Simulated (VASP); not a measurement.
VASP runs on La2O3 (space group P-3m1) share one base input (PBEsol GGA, plane waves, VASP's PBE PAW potentials (set 64)) and change the settings named in each case.

### KPOINTS
```
Automatic mesh
0
G
7 7 4
```

INCAR:
```
NELM=100   # most electronic steps
ALGO=Normal   # blocked Davidson
SIGMA=0.05   # width (eV)
LREAL=.FALSE.   # projection in real space or not
LCHARG=.FALSE.
LWAVE=.FALSE.
ENCUT=400   # plane-wave cut-off (eV)
ISIF=2   # forces and stress, cell fixed
LASPH=.TRUE.   # aspherical one-centre terms
EDIFF=1E-6
GGA=PS   # PBEsol
PREC=Accurate
ISMEAR=-1   # Fermi-Dirac
LMAXMIX=6   # l cut-off of mixed one-centre charges
SYSTEM=La2O3
```

**POSCAR**
```
La2O3
1
    1.9700000000    -3.4121400000     0.0000000000
    1.9700000000     3.4121400000     0.0000000000
    0.0000000000     0.0000000000     6.1300000000
La O
2 3
Direct
  0.3333330000   0.6666670000   0.2470000000
  0.6666670000   0.3333330000   0.7530000000
  0.0000000000   0.0000000000   0.0000000000
  0.3333330000   0.6666670000   0.6470000000
  0.6666670000   0.3333330000   0.3530000000
```

POTCAR, in this order: La O (PBE.64 set). Program: vasp_std.

```
change                                                                                                                                                  E(σ→0) (eV/atom)  pressure (GPa)  largest force (eV/Å)
------------------------------------------------------------------------------------------------------------------------------------------------------  ----------------  --------------  --------------------
base run                                                                                                                                                         -8.7442           -7.70                 0.085
GGA removed, POTCAR La O (LDA.64 set)                                                                                                                            -9.1698          -10.63                 0.095
GGA_COMPAT = .FALSE., LNONCOLLINEAR = .TRUE., LSORBIT = .TRUE., MAGMOM = 0.0 0.0 0.0 0.0 0.0 0.0 0.0 0.0 0.0 0.0 0.0 0.0 0.0 0.0 0.0, program vasp_ncl           -8.8597           -7.69                 0.086
KPOINTS 5×5×3 Γ-centred mesh                                                                                                                                     -8.7438           -7.73                 0.084
```
 Energies of different potentials or functionals have different zeros.  At 400 eV the pressure can carry a Pulay error.

Left out are runs that ran out of time, are held back, or changed the cell or the kind of run, fixed moments of cells without a moment, rows past the twelfth, gaps on odd meshes, pressures of charged cells and columns that move by less than the noise.

The structure is a typed La2O3 crystal. The cell was not relaxed at this level, forces remain on its atoms.
